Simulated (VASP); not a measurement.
# Adsorption sites of N on Co(0001)

Aim: adsorption energies of N on the high-symmetry sites of Co(0001), at a coverage of 1/4.

Program: VASP 6.6.1. Level of theory: RPBE, spin-polarised from a ferromagnetic start; plane waves and PAW (Co), in the first sound run; inputs show where later runs differ. Results are calculated unless marked as measured.

Most raw output is cut from this account.

## 1. The structure

The structure is hexagonal, space group P6_3/mmc (No. 194). The conventional cell has a = 2.510 Å, b = 2.510 Å, c = 4.071 Å, α = 90.00°, β = 90.00°, γ = 120.00°. Nearest to Co lie 12 Co at 2.50 to 2.51 Å.

## 2. The bulk reference, job relaxation, k-mesh 18×18×10

The bulk crystal is relaxed first, so that the slabs are cut at this functional's lattice.

Input file INCAR:

```
SYSTEM = Co
PREC = Accurate
ENCUT = 570
EDIFF = 1E-06
NELM = 120
ISMEAR = 1
SIGMA = 0.15
LREAL = .FALSE.
ALGO = Normal
GGA = RP
NBANDS = 19
ISPIN = 2
MAGMOM = 2 2
LASPH = .TRUE.
LMAXMIX = 4
LORBIT = 11
LWAVE = .FALSE.
LCHARG = .FALSE.
KPAR = 4
IBRION = 2
NSW = 30
ISIF = 3
EDIFFG = -0.01
POTIM = 0.4
```

Input file POSCAR:

```
Co
1.0
    2.5100000000      0.0000000000      0.0000000000
   -1.2550000000      2.1737237635      0.0000000000
    0.0000000000      0.0000000000      4.0712200000
Co
2
Direct
    0.0000000000      0.0000000000      0.0000000000
    0.3333333333      0.6666666667      0.5000000000
```

Input file KPOINTS:

```
Automatic mesh
0
Gamma
18 18 10
0 0 0
```

The projector-augmented-wave data sets are Co (PBE family, release 64).

On the command line:

```sh
$ mpirun -np 4 vasp_std
```

The job ended after 31 s (4 MPI ranks of Intel Xeon 6975P-C (Granite Rapids), shared host; peak memory 1 GiB).

The magnetic state follows from one typed start and may not be the lowest. The PAW data sets were made with PBE, which is usual practice but a small mismatch for other functionals. The run keeps the 24 symmetry operations of its start, so it cannot find a distortion of lower symmetry.

Little changed from the start: no atom moved by 0.005 Å and no cell edge by 0.1 %.

Numbers from this step:

```
electronic cycles                                 : 19
electrons                                         : 18
free energy (TOTEN)                               : -13.03 eV
energy at zero smearing                           : -13.03 eV
Fermi energy                                      : 10.07 eV
moment of the cell, from the last line of the log : 3.217 μB
metallic                                          : yes
```

Spin moment in the PAW sphere by atom:

```csv
atom,spin moment in the PAW sphere (μB)
Co1,1.64
Co2,1.64
```

The run ended after 2 ionic steps, 0.000 eV below its first step, once forces and stress met EDIFFG = -0.01.

Energy at zero smearing: -13.02885 eV.

## 3. The bulk reference, job self-consistent run, k-mesh 21×21×12

Input file INCAR:

```
SYSTEM = Co
PREC = Normal
ENCUT = 440
EDIFF = 1E-06
NELM = 120
ISMEAR = 1
SIGMA = 0.15
LREAL = .FALSE.
ALGO = Fast
GGA = RP
NBANDS = 19
ISPIN = 2
MAGMOM = 2 2
LASPH = .TRUE.
LMAXMIX = 4
LORBIT = 11
LWAVE = .FALSE.
LCHARG = .FALSE.
KPAR = 4
```

Input file POSCAR:

```
Co
1.0
    2.5118596820      0.0000000000      0.0000000000
   -1.2559298410      2.1753342954      0.0000000000
    0.0000000000      0.0000000000      4.0686182875
Co
2
Direct
    0.0000000000      0.0000000000      0.0000000000
    0.3333333333      0.6666666667      0.5000000000
```

Input file KPOINTS:

```
Automatic mesh
0
Gamma
21 21 12
0 0 0
```

On the command line:

```sh
$ mpirun -np 4 vasp_std
```

It took 17 s on 4 MPI ranks; peak memory 0.96 GiB.

This step gave:

```
electronic cycles                                 : 15
Fermi energy                                      : 10.06 eV
moment of the cell, from the last line of the log : 3.280 μB
```

Spin moment in the PAW sphere by atom:

| atom | spin moment in the PAW sphere (μB) |
| --- | --- |
| Co1 | 1.67 |
| Co2 | 1.67 |

Energy at zero smearing: -13.02707 eV.

The run ends at a pressure of 0.23 GPa.

## 4. Surface relaxation

System of this step: Co(0001). The cell holds 12 atoms: 12 Co. Cell: a = 5.024 Å, b = 5.024 Å, c = 19.069 Å, α = 90.0°, β = 90.0°, γ = 60.0°. It derives from Co. 3 layers of hcp Co, cut at this functional's lattice. Vacuum lies along c.

The free atoms relax, while those held by selective dynamics keep their cut positions.

Input file INCAR:

```
SYSTEM = Co
PREC = Normal
ENCUT = 440
EDIFF = 1E-05
NELM = 120
ISMEAR = 1
SIGMA = 0.15
LREAL = .FALSE.
ALGO = Fast
GGA = RP
NBANDS = 86
ISPIN = 2
MAGMOM = 2 2 2 2 2 2 2 2 2 2 2 2
LASPH = .TRUE.
LMAXMIX = 4
LORBIT = 11
LWAVE = .FALSE.
LCHARG = .FALSE.
KPAR = 4
IBRION = 2
NSW = 40
ISIF = 2
EDIFFG = -0.03
POTIM = 0.4
MAXMIX = 40
IDIPOL = 3
LDIPOL = .TRUE.
DIPOL = 0.5 0.5 0.5
```

Input file POSCAR:

```
Co
1.0
    5.0237193640      0.0000000000      0.0000000000
    2.5118596820      4.3506685907      0.0000000000
    0.0000000000      0.0000000000     19.0686182875
Co
12
Selective dynamics
Direct
    0.0000000000      0.0000000000      0.3933163800  F F F
    0.5000000000      0.0000000000      0.3933163800  F F F
    0.0000000000      0.5000000000      0.3933163800  F F F
    0.5000000000      0.5000000000      0.3933163800  F F F
    0.8333333300      0.3333333300      0.5000000000  T T T
    0.3333333300      0.3333333300      0.5000000000  T T T
    0.8333333300      0.8333333300      0.5000000000  T T T
    0.3333333300      0.8333333300      0.5000000000  T T T
    0.0000000000      0.0000000000      0.6066836200  T T T
    0.5000000000      0.0000000000      0.6066836200  T T T
    0.0000000000      0.5000000000      0.6066836200  T T T
    0.5000000000      0.5000000000      0.6066836200  T T T
```

Input file KPOINTS:

```
Automatic mesh
0
Gamma
6 6 1
0 0 0
```

On the command line:

```sh
$ mpirun -np 4 vasp_std
```

The job ended after 5.5 min (4 MPI ranks; peak memory 2.1 GiB).

The run keeps the 6 symmetry operations of its start, so it cannot find a distortion of lower symmetry.

Relaxation path:

| step | energy less that of the first step (eV) | largest force (eV/Å) |
| --- | --- | --- |
| 1 | 0.0000 | 0.1910 |
| 2 | -0.0052 | 0.1602 |
| 3 | -0.0141 | 0.0932 |
| 4 | -0.0117 | 0.2560 |
| 5 | -0.0167 | 0.1500 |
| 6 | -0.0226 | 0.1088 |
| 7 | -0.0282 | 0.0283 |

The atoms that moved most (Å):

| atom | dx | dy | dz | length |
| --- | --- | --- | --- | --- |
| Co12 | 0.000 | 0.000 | -0.072 | 0.072 |
| Co11 | 0.000 | 0.000 | -0.072 | 0.072 |
| Co10 | 0.000 | 0.000 | -0.072 | 0.072 |
| Co9 | 0.000 | 0.000 | -0.072 | 0.072 |
| Co8 | 0.000 | 0.000 | -0.040 | 0.040 |
| Co7 | 0.000 | 0.000 | -0.040 | 0.040 |
| Co6 | 0.000 | 0.000 | -0.040 | 0.040 |
| Co5 | 0.000 | 0.000 | -0.040 | 0.040 |

Final coordinates:

```xyz
12
Lattice="5.0237 0.0000 0.0000 2.5119 4.3507 0.0000 0.0000 0.0000 19.0686" Properties=species:S:1:pos:R:3
Co    0.0000    0.0000    7.5000
Co    2.5119    0.0000    7.5000
Co    1.2559    2.1753    7.5000
Co    3.7678    2.1753    7.5000
Co    5.0237    1.4502    9.4946
Co    2.5119    1.4502    9.4946
Co    6.2796    3.6256    9.4946
Co    3.7678    3.6256    9.4946
Co    0.0000    0.0000   11.4970
Co    2.5119    0.0000   11.4970
Co    1.2559    2.1753   11.4970
Co    3.7678    2.1753   11.4970
```

This step gave:

| Item | Value |
| --- | --- |
| electronic cycles | 83 |
| electrons | 108 |
| free energy (TOTEN) | -72.9967 eV |
| energy at zero smearing | -72.9982 eV |
| Fermi energy | 0.0984 eV |
| moment of the cell, from the last line of the log | 21.01 μB |
| dipole moment | 0, 0, 9.92e-4 e·Å |

Spin moment in the PAW sphere by atom:

```csv
atom,spin moment in the PAW sphere (μB)
Co1,1.79
Co2,1.79
Co3,1.79
Co4,1.79
Co5,1.75
Co6,1.75
Co7,1.75
Co8,1.75
Co9,1.80
Co10,1.80
Co11,1.80
Co12,1.80
```

The run ended after 7 ionic steps, 0.028 eV below its first step, once the forces on the free atoms met EDIFFG = -0.03.

## 5. Vacuum level and density of states

A static run writes the electrostatic potential without exchange and correlation (LVHAR), which is flat in the vacuum and gives the level to count from. The dipole correction cancels the field that unlike faces would set up across the vacuum.

Input file INCAR:

```
SYSTEM = Co
PREC = Normal
ENCUT = 440
EDIFF = 1E-06
NELM = 120
ISMEAR = 1
SIGMA = 0.15
LREAL = .FALSE.
ALGO = Fast
GGA = RP
NBANDS = 86
ISPIN = 2
MAGMOM = 2 2 2 2 2 2 2 2 2 2 2 2
LASPH = .TRUE.
LMAXMIX = 4
LORBIT = 11
LWAVE = .FALSE.
LCHARG = .FALSE.
KPAR = 4
IDIPOL = 3
LDIPOL = .TRUE.
DIPOL = 0.5 0.5 0.498
LVHAR = .TRUE.
LVACPOTAV = .TRUE.
NEDOS = 1500
```

Input file POSCAR:

```
Co
1.0
    5.0237193640      0.0000000000      0.0000000000
    2.5118596820      4.3506685907      0.0000000000
    0.0000000000      0.0000000000     19.0686182875
Co
12
Selective dynamics
Direct
    0.0000000000      0.0000000000      0.3933163800  F F F
    0.5000000000      0.0000000000      0.3933163800  F F F
    0.0000000000      0.5000000000      0.3933163800  F F F
    0.5000000000      0.5000000000      0.3933163800  F F F
    0.8333333300      0.3333333300      0.4979196777  T T T
    0.3333333300      0.3333333300      0.4979196777  T T T
    0.8333333300      0.8333333300      0.4979196777  T T T
    0.3333333300      0.8333333300      0.4979196777  T T T
    0.0000000000      0.0000000000      0.6029254175  T T T
    0.5000000000      0.0000000000      0.6029254175  T T T
    0.0000000000      0.5000000000      0.6029254175  T T T
    0.5000000000      0.5000000000      0.6029254175  T T T
```

KPOINTS is that of step 4.

On the command line:

```sh
$ mpirun -np 4 vasp_std
```

It took 2.3 min on 4 MPI ranks; peak memory 2 GiB; 7.3 min of CPU time.

Numbers from this step:

- electronic cycles: 33
- Fermi energy: 0.0997 eV
- moment of the cell, from the last line of the log: 21.02 μB
- dipole moment: 0, 0, 3.42e-4 e·Å
- vacuum levels: 4.86, 4.857 eV
- work functions of the upper and lower face: 4.760, 4.757 eV

Zero at the Fermi level. Table of planar average of the electrostatic potential by height:

```csv
height (Å),planar average of the electrostatic potential (eV)
0.0,4.76
0.5,4.76
1.0,4.76
1.5,4.76
2.0,4.76
2.5,4.76
3.0,4.76
3.5,4.76
4.0,4.75
4.5,4.73
5.0,4.67
5.5,4.45
6.0,3.69
6.5,1.01
7.0,-8.96
7.5,-21.8
8.0,-9.10
8.5,-1.15
9.0,-9.40
9.5,-21.8
10.0,-9.01
10.5,-1.03
11.0,-9.14
11.5,-21.8
12.0,-8.91
12.5,1.04
13.0,3.70
13.5,4.46
14.0,4.67
14.5,4.74
15.0,4.75
15.5,4.76
16.0,4.76
16.5,4.76
17.0,4.76
17.5,4.76
18.0,4.76
18.5,4.76
```

Density of states in the PAW spheres, an atom over height of the layer and energy from the Fermi level.

Ten even steps from '_' (0.02 states/eV) to '@' (2.92 states/eV), each cell a mean:
```
::::::
==::==
==----
%%%%%%
@@@@@@
**++**
##==##
%%##%%
******
======
==++==
::--::
::==::
..--..
__..__
______
______
______
______
______
______
______
```
Columns: height of the layer (Å) from 7.5 to 11.5; rows upwards: energy from the Fermi level (eV) from -7.9 to 0.5.

The map of layer states is cut here 0.5 eV above the Fermi level, so it leaves out the states above that.

The vacuum level lies 4.76 eV above the Fermi level at the upper face; both faces agree, as the slab has next to no dipole.

The program found no field-free point at its default tolerance, but its printed level agrees with the flat part of the planar average.

On this mesh the fine structure of the density of states is sampling noise, and high empty states may be cut by the number of bands.

## 6. Relaxing the atoms

This step: RPBE; plane waves and PAW (N) (VASP 6.6.1).

System of this step: N2. The cell holds 2 atoms: 2 N. Cell: a = 11.000 Å, b = 11.500 Å, c = 14.000 Å, α = 90.0°, β = 90.0°, γ = 90.0°. Vacuum lies along a, b and c.

The reference for N is the N2 molecule, relaxed in a box at the cutoff of the large cell.

Input file INCAR:

```
SYSTEM = N
PREC = Normal
ENCUT = 440
EDIFF = 1E-05
NELM = 120
ISMEAR = 0
SIGMA = 0.01
LREAL = .FALSE.
ALGO = Fast
GGA = RP
NBANDS = 11
LORBIT = 11
LWAVE = .FALSE.
LCHARG = .FALSE.
NCORE = 4
IBRION = 2
NSW = 20
ISIF = 2
EDIFFG = -0.03
POTIM = 0.4
MAXMIX = 40
ISYM = 0
```

Input file POSCAR:

```
N
1.0
   11.0000000000      0.0000000000      0.0000000000
    0.0000000000     11.5000000000      0.0000000000
    0.0000000000      0.0000000000     14.0000000000
N
2
Direct
    0.5000000000      0.5000000000      0.4607142900
    0.5000000000      0.5000000000      0.5392857100
```

Input file KPOINTS:

```
Automatic mesh
0
Gamma
1 1 1
0 0 0
```

The projector-augmented-wave data sets are N (PBE family, release 64).

On the command line:

```sh
$ mpirun -np 4 vasp_gam
```

Run time: 9.8 s. Hardware: 4 MPI ranks; peak memory 0.91 GiB; 36 s of CPU time.

The steps of the relaxation:

| step | energy less that of the first step (eV) | largest force (eV/Å) |
| --- | --- | --- |
| 1 | 0.0000 | 3.1641 |
| 2 | 2.1430 | 14.4773 |
| 3 | -0.0299 | 0.3787 |
| 4 | -0.0304 | 0.0371 |
| 5 | -0.0304 | 0.0257 |

The relaxed structure:

```xyz
2
Lattice="11.0000 0.0000 0.0000 0.0000 11.5000 0.0000 0.0000 0.0000 14.0000" Properties=species:S:1:pos:R:3
N     5.5000    5.7500    6.4402
N     5.5000    5.7500    7.5598
```

This step gave:

```
electronic cycles                                     : 47
electrons                                             : 10
free energy (TOTEN)                                   : -16.26 eV
gap between the highest filled and lowest empty level : 7.964 eV
```

The run ended after 5 ionic steps, 0.030 eV below its first step, once the forces on the free atoms met EDIFFG = -0.03.

Energy at zero smearing: -16.25857 eV.

## 7. Relaxing the adsorbate, site ontop

This step: RPBE, spin-polarised from a ferromagnetic start; plane waves and PAW (Co, N) (VASP 6.6.1).

System of this step: Co12N (Co(0001)). The cell holds 13 atoms: 12 Co and 1 N. Cell: a = 5.024 Å, b = 5.024 Å, c = 19.069 Å, α = 90.0°, β = 90.0°, γ = 60.0°. It derives from Co. N over the ontop site of Co(0001). Vacuum lies along c.

The adsorbate starts over a high-symmetry site, and it relaxes with the upper layers within that symmetry.

Input file INCAR:

```
SYSTEM = Co12N
PREC = Normal
ENCUT = 440
EDIFF = 1E-05
NELM = 120
ISMEAR = 1
SIGMA = 0.15
LREAL = Auto
ALGO = Fast
GGA = RP
NBANDS = 90
ISPIN = 2
MAGMOM = 2 2 2 2 2 2 2 2 2 2 2 2 0
LASPH = .TRUE.
LMAXMIX = 4
LORBIT = 11
LWAVE = .FALSE.
LCHARG = .FALSE.
KPAR = 4
IBRION = 2
NSW = 50
ISIF = 2
EDIFFG = -0.03
POTIM = 0.4
MAXMIX = 40
IDIPOL = 3
LDIPOL = .TRUE.
DIPOL = 0.5 0.5 0.514
```

Input file POSCAR:

```
Co12N
1.0
    5.0237193640      0.0000000000      0.0000000000
    2.5118596820      4.3506685907      0.0000000000
    0.0000000000      0.0000000000     19.0686182875
Co N
12 1
Selective dynamics
Direct
    0.0000000000      0.0000000000      0.3933163800  F F F
    0.5000000000      0.0000000000      0.3933163800  F F F
    0.0000000000      0.5000000000      0.3933163800  F F F
    0.5000000000      0.5000000000      0.3933163800  F F F
    0.8333333300      0.3333333300      0.4979196800  T T T
    0.3333333300      0.3333333300      0.4979196800  T T T
    0.8333333300      0.8333333300      0.4979196800  T T T
    0.3333333300      0.8333333300      0.4979196800  T T T
    0.0000000000      0.0000000000      0.6029254200  T T T
    0.5000000000      0.0000000000      0.6029254200  T T T
    0.0000000000      0.5000000000      0.6029254200  T T T
    0.5000000000      0.5000000000      0.6029254200  T T T
    0.0000000000      0.0000000000      0.7025655700  T T T
```

Input file KPOINTS:

```
Automatic mesh
0
Gamma
6 6 1
0 0 0
```

The projector-augmented-wave data sets are Co and N (PBE family, release 64).

On the command line:

```sh
$ mpirun -np 4 vasp_std
```

Wall time 10 min (4 MPI ranks); peak memory 2.2 GiB; 40 min of CPU time.

Step by step:

| step | energy less that of the first step (eV) | largest force (eV/Å) |
| --- | --- | --- |
| 1 | 0.0000 | 3.6063 |
| 2 | -0.9386 | 1.9159 |
| 3 | -0.9922 | 0.4933 |
| 4 | -0.9939 | 0.2454 |
| 5 | -1.0040 | 0.2041 |
| 6 | -1.0144 | 0.7373 |
| 7 | -1.0175 | 0.5463 |
| 8 | -1.0193 | 0.3669 |
| 9 | -1.0199 | 0.1998 |
| 10 | -1.0201 | 0.1912 |
| 11 | -1.0211 | 0.1714 |
| 12 | -1.0239 | 0.1338 |
| 13 | -1.0267 | 0.2462 |
| 14 | -1.0269 | 0.2839 |
| 15 | -1.0270 | 0.1195 |
| 16 | -1.0280 | 0.1069 |
| 17 | -1.0284 | 0.0926 |
| 18 | -1.0294 | 0.0654 |
| 19 | -1.0299 | 0.0599 |
| 20 | -1.0300 | 0.0542 |
| 21 | -1.0303 | 0.0351 |
| 22 | -1.0304 | 0.0147 |

The atoms that moved most (Å):

| atom | dx | dy | dz | length |
| --- | --- | --- | --- | --- |
| Co9 | 0.000 | 0.000 | 0.213 | 0.213 |
| N13 | 0.000 | 0.000 | -0.119 | 0.119 |
| Co10 | 0.000 | -0.005 | -0.057 | 0.057 |
| Co12 | 0.005 | 0.003 | -0.057 | 0.057 |
| Co11 | -0.005 | 0.003 | -0.057 | 0.057 |
| Co6 | 0.000 | 0.000 | -0.054 | 0.054 |
| Co5 | 0.000 | -0.008 | -0.018 | 0.020 |
| Co8 | -0.007 | 0.004 | -0.018 | 0.020 |

Final coordinates:

```xyz
13
Lattice="5.0237 0.0000 0.0000 2.5119 4.3507 0.0000 0.0000 0.0000 19.0686" Properties=species:S:1:pos:R:3
Co    0.0000    0.0000    7.5000
Co    2.5119    0.0000    7.5000
Co    1.2559    2.1753    7.5000
Co    3.7678    2.1753    7.5000
Co    5.0237    1.4424    9.4766
Co    2.5119    1.4502    9.4403
Co    6.2864    3.6295    9.4766
Co    3.7610    3.6295    9.4766
Co    0.0000    0.0000   11.7104
Co    2.5119   -0.0054   11.4404
Co    1.2512    2.1781   11.4404
Co    3.7725    2.1781   11.4404
N     0.0000    0.0000   13.2778
```

Numbers from this step:

```
electronic cycles                                 : 226
electrons                                         : 113
free energy (TOTEN)                               : -79.2940 eV
energy at zero smearing                           : -79.2858 eV
Fermi energy                                      : -0.0349 eV
moment of the cell, from the last line of the log : 19.32 μB
dipole moment                                     : 0, 0, 0.1309 e·Å
```

Spin moment in the PAW sphere by atom:

```csv
atom,spin moment in the PAW sphere (μB)
Co1,1.73
Co2,1.73
Co3,1.73
Co4,1.73
Co5,1.70
Co6,1.70
Co7,1.70
Co8,1.70
Co9,0.34
Co10,1.82
Co11,1.82
Co12,1.82
N13,-0.01
```

The run ended after 22 ionic steps, 1.030 eV below its first step, once the forces on the free atoms met EDIFFG = -0.03.

VASP counts the dipole in electrons times Å, so a positive number points the physical dipole along −c.

(Continued in part 2 of 3.)

[Lines on the potential files, build, host, timing and source positions are cut from VASP's logs without a mark.]

[Logs are printed without paths, hosts, clocks, repeated set-up lines and the standing remarks that a program may print on its own settings, such as how far it seeks lower states.]

[Hosts, paths, dates, database ids (printed as entryN), source tags and the programs' standing remarks are cut or masked in the printed files.]

[Runs that stopped without an error message from VASP are left out.]
